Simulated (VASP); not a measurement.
Input for VASP

**INCAR**
```
SYSTEM = Ti2Zr2N4
PREC = Accurate; ENCUT = 520; LREAL = F
LASPH = T
EDIFF = 1E-7; NELM = 100; ALGO = Normal
LMAXMIX = 4
ISMEAR = -5
GGA = PS
ISIF = 2
LWAVE = F; LCHARG = T; LORBIT = 11
NEDOS = 601
```

### POSCAR
```
Ti2Zr2N4
1.0
  4.4125646416   0.0000000000   0.0000000000
  0.0000000000   4.4125646416   0.0000000000
  0.0000000000   0.0000000000   4.4021598051
Zr N Ti
2 4 2
Cartesian
  0.0000000000   0.0000000000   0.0000000000
  2.2062823208   2.2062823208   0.0000000000
  2.2062823208   2.2062823208   2.2010799026
  0.0000000000   0.0000000000   2.2010799026
  0.0000000000   2.2062823208   0.0000000000
  2.2062823208   0.0000000000   0.0000000000
  2.2062823208   0.0000000000   2.2010799026
  0.0000000000   2.2062823208   2.2010799026
```

File KPOINTS:
```
Automatic mesh
0
Gamma
8 8 8
```

POTCAR, in this order: Zr_sv N Ti_sv (PBE.64 set). Program: vasp_std.

Q: Translate this PBEsol calculation to Quantum ESPRESSO's pw.x.

A: One equivalent input (not run):
```
&CONTROL
  calculation = 'scf'
  pseudo_dir = './pseudo'
  outdir = './out'
  tprnfor = .true.
  tstress = .true.
/
&SYSTEM
  ibrav = 0
  nat = 8
  ntyp = 3
  ecutwfc = 84
  occupations = 'tetrahedra'
  input_dft = 'pbesol'
/
&ELECTRONS
  conv_thr = 7.3e-09
  electron_maxstep = 100
/
ATOMIC_SPECIES
  Zr 91.224 Zr.upf
  N 14.007 N.upf
  Ti 47.867 Ti.upf
CELL_PARAMETERS angstrom
     4.4125646    0.0000000   -0.0000000
     0.0000000    4.4125646   -0.0000000
     0.0000000    0.0000000    4.4021598
ATOMIC_POSITIONS crystal
  Zr   0.0000000  0.0000000  0.0000000
  Zr   0.5000000  0.5000000  0.0000000
  N    0.5000000  0.5000000  0.5000000
  N    0.0000000  0.0000000  0.5000000
  N    0.0000000  0.5000000  0.0000000
  N    0.5000000  0.0000000  0.0000000
  Ti   0.5000000  0.0000000  0.5000000
  Ti   0.0000000  0.5000000  0.5000000
K_POINTS automatic
  8 8 8 0 0 0
```
Limits of the translation: the potentials are each code's own (VASP's PAW set, PseudoDojo norm-conserving files in pw.x), so ENCUT and ecutwfc are chosen apart and not converted; conv_thr bounds pw.x's estimated SCF error, while EDIFF bounds the energy change between steps.

The structure was generated: Ti2Zr2N4 was put into an ordered model structure (P4/mmm), which need not be its known phase. It was relaxed first.
